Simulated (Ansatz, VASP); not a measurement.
## One calculation of NbCu2, two programs

Contents of INCAR:

```
SYSTEM = NbCu2
PREC = Accurate
ENCUT = 600
EDIFF = 1E-6
ISMEAR = 0
SIGMA = 0.1
LREAL = .False.
LASPH = .True.
NELM = 80
ALGO = Normal
ISIF = 3
LWAVE = .False.
LCHARG = .False.
GGA = PE
IBRION = 2
NSW = 90
EDIFFG = -0.04
```

The input KPOINTS:

```
regular mesh
0
Gamma
  6 6 6
  0 0 0
```

Contents of POSCAR:

```
NbCu2
1.0
    0.0000000000      2.5863099800      2.5863099800
    2.5863099800      0.0000000000      2.5863099800
    2.5863099800      2.5863099800      0.0000000000
Nb Cu
1 2
Direct
    0.0000000000      0.0000000000      0.0000000000
    0.2500000000      0.2500000000      0.2500000000
    0.7500000000      0.7500000000      0.7500000000
```

Input for Ansatz:

```yaml
crystal:
  lattice:
    - [0.0, 2.58630998, 2.58630998]
    - [2.58630998, 0.0, 2.58630998]
    - [2.58630998, 2.58630998, 0.0]
  atoms:
    - { symbol: Nb, position: [0.0, 0.0, 0.0] }
    - { symbol: Cu, position: [0.25, 0.25, 0.25] }
    - { symbol: Cu, position: [0.75, 0.75, 0.75] }
basis:
  ecutwfc: 420
kpoints:
  mp_grid: { grid: [6, 6, 6] }
hamiltonian:
  xc: pbe
scf:
  occupations: { method: gaussian, width: 0.1 }
  lower_state_search: "off"
output:
  forces: true
  stress: true
  eigenvalues: true
relax:
  adjacent_minimum: "off"
  f_tol: 0.04
  max_steps: 70
  cell: { stress_tol: 0.4 }
```

Change from the starting cell: species swapped into the CdF2 type (Fm-3m, No. 225).

Alike in both runs: task relaxation of cell and atoms; functional PBE; k mesh 6 × 6 × 6; occupations gaussian, width 0.1 eV; no spin polarisation.

|  | VASP | Ansatz |
| --- | --- | --- |
| version | VASP 6.6.1 | Ansatz 0.2.0 |
| potentials or method | VASP PAW PBE potentials, release 64 (Nb_sv, Cu) | scalar-relativistic, plane waves, PAW |
| plane-wave cutoff (eV) | 600 | 420 |
| valence electrons in the cell | 35 | 51 |

```csv
,VASP,Ansatz,Ansatz less VASP
"gap on the k mesh at the Fermi level, each at its own relaxed structure (eV)",none,none,-
relaxed volume (Å³/atom),17.18,17.24,+0.061
relaxed cell length with the largest relative difference (Å),4.177,4.182,+0.0049
energy change over the relaxation (meV/atom),-1396,-1397,-0.5
```

A gap of «none» marks a metal or a gap that the smearing closes. The two sets of potentials don't hold the same shells in valence.

Caveats: the volume moved by over 15 % at a fixed basis, so the end points are rough (VASP).
